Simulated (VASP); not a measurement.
Consider the following.

```
CdMg3
1.0
    3.21524     0.00000     0.00000
    0.00000     5.03138     0.00000
    0.00000     0.00000     5.26769
Mg Cd
3 1
Direct
  0.00000   0.00000   0.67369
  0.00000   0.50000   0.32595
  0.50000   0.50000   0.83072
  0.50000   0.00000   0.16965
```

Method: PBEsol GGA, VASP's PBE PAW potentials (set 64) (plane waves; VASP 6.6.1). Settings: 400 eV cut-off, 11×7×7 Γ-centred mesh, tetrahedra with Blöchl corrections, potentials Mg Cd.

### Question
Predict the energy per atom (σ→0), band gap (on the k-mesh) with the smallest direct gap where there is one.

### Answer

```
Property                                                     Value
------------------------  ----------------------------------------
band gap (on the k-mesh)  none (metal, semimetal or under 0.01 eV)
energy per atom (σ→0)                               -1655 meV/atom
```

The structure comes from a computed database's Mg3Cd entry (Pmm2); how it stands against other phases isn't given here. It was relaxed first.
